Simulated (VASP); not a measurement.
These are PBEsol GGA, VASP's PBE PAW potentials (set 64) (plane waves; VASP) values and carry that method's errors.

The input files of a VASP run:

KPOINTS:
```
Automatic mesh
0
Gamma
6 6 4
0 0 0
```

**POSCAR**
```
AlInSb2
1
    4.4923406530     0.0000000000     0.0000000000
    0.0000000000     4.4923406530     0.0000000000
    0.0000000000     0.0000000000     6.2971972538
Al In Sb
1 1 2
Direct
  0.0000000000   0.0000000000   0.0000000000
  0.5000000000   0.5000000000   0.5000000000
  0.0000000000   0.5000000000   0.2333799697
  0.5000000000   0.0000000000   0.7666200303
```

**INCAR**
```
SYSTEM = AlInSb2
PREC = Accurate; ENCUT = 400; LREAL = .FALSE.
LASPH = .TRUE.
EDIFF = 1E-7; NELM = 100; ALGO = Normal
LMAXMIX = 4
ISMEAR = -5
GGA = PS
ISIF = 2
LWAVE = .FALSE.; LCHARG = .TRUE.; LORBIT = 11
NEDOS = 601
LEFG = .TRUE.
```

POTCAR, in this order: Al In_d Sb (PBE.64 set). Program: vasp_std.

What VASP printed:

### OSZICAR
```
       N       E                     dE             d eps       ncg     rms          rms(c)
DAV:   1     0.148726459486E+03    0.14873E+03   -0.91546E+03  1020   0.111E+03
DAV:   2    -0.504873067962E+01   -0.15378E+03   -0.15209E+03  1133   0.277E+02
DAV:   3    -0.165416125492E+02   -0.11493E+02   -0.11435E+02  1309   0.849E+01
DAV:   4    -0.167946041236E+02   -0.25299E+00   -0.25289E+00  1294   0.160E+01
DAV:   5    -0.168049205538E+02   -0.10316E-01   -0.10316E-01  1557   0.268E+00    0.530E+00
DAV:   6    -0.165828131303E+02    0.22211E+00   -0.39016E-01  1370   0.845E+00    0.314E+00
DAV:   7    -0.165282196742E+02    0.54593E-01   -0.21447E-01  1313   0.382E+00    0.760E-01
DAV:   8    -0.165264889384E+02    0.17307E-02   -0.20305E-02  1426   0.175E+00    0.459E-01
DAV:   9    -0.165270433039E+02   -0.55437E-03   -0.17508E-03  1182   0.375E-01    0.940E-02
DAV:  10    -0.165271396389E+02   -0.96335E-04   -0.15287E-04  1386   0.114E-01    0.557E-02
DAV:  11    -0.165271644586E+02   -0.24820E-04   -0.29017E-05  1187   0.418E-02    0.107E-02
DAV:  12    -0.165271700901E+02   -0.56315E-05   -0.50783E-06  1214   0.135E-02    0.589E-03
DAV:  13    -0.165271705086E+02   -0.41846E-06   -0.12222E-06  1208   0.623E-03    0.261E-03
DAV:  14    -0.165271704799E+02    0.28692E-07   -0.50605E-08  1080   0.214E-03
   1 F= -.16527170E+02 E0= -.16527170E+02  d E =0.000000E+00
```

OUTCAR:
```
------------------------ aborting loop because EDIFF is reached ----------------------------------------
  FORCE on cell =-STRESS in cart. coord.  units (eV):
  Direction    XX          YY          ZZ          XY          YZ          ZX
  --------------------------------------------------------------------------------------
  Total       -0.0001586     -0.0001586      0.1307172      0.0000000      0.0000000      0.0000000
  in kB       -0.0019996     -0.0019996      1.6479752      0.0000000      0.0000000      0.0000000
  external PRESSURE =       0.5479920 kB  Pullay stress =       0.0000000 kB
  volume of cell :      127.08
      direct lattice vectors                 reciprocal lattice vectors
     4.492340653  0.000000000  0.000000000     0.222601106  0.000000000  0.000000000
     0.000000000  4.492340653  0.000000000     0.000000000  0.222601106  0.000000000
     0.000000000  0.000000000  6.297197254     0.000000000  0.000000000  0.158800806
 POSITION                                       TOTAL-FORCE (eV/Angst)
 -----------------------------------------------------------------------------------
      0.00000      0.00000      0.00000         0.000000     -0.000000     -0.000000
      2.24617      2.24617      3.14860         0.000000      0.000000     -0.000000
      0.00000      2.24617      1.46964         0.000000     -0.000000      0.021446
      2.24617      0.00000      4.82756         0.000000     -0.000000     -0.021446
 -----------------------------------------------------------------------------------
    total drift:                                0.000000      0.000000      0.000000
  FREE ENERGIE OF THE ION-ELECTRON SYSTEM (eV)
  ---------------------------------------------------
  free  energy   TOTEN  =       -16.5271704799 eV

  energy  without entropy=      -16.5271704799  energy(sigma->0) =      -16.52717048

 total charge

# of ion       s       p       d       tot
------------------------------------------
    1        0.416   0.342   0.000   0.758
    2        0.867   0.726   9.865  11.457
    3        1.125   1.367   0.021   2.514
    4        1.125   1.367   0.021   2.514
--------------------------------------------------
tot          3.534   3.802   9.907  17.242
```
(Selected blocks of OUTCAR.)

The structure comes from a computed database's AlInSb2 entry (P-4m2); how it stands against other phases isn't given here. It was relaxed first.
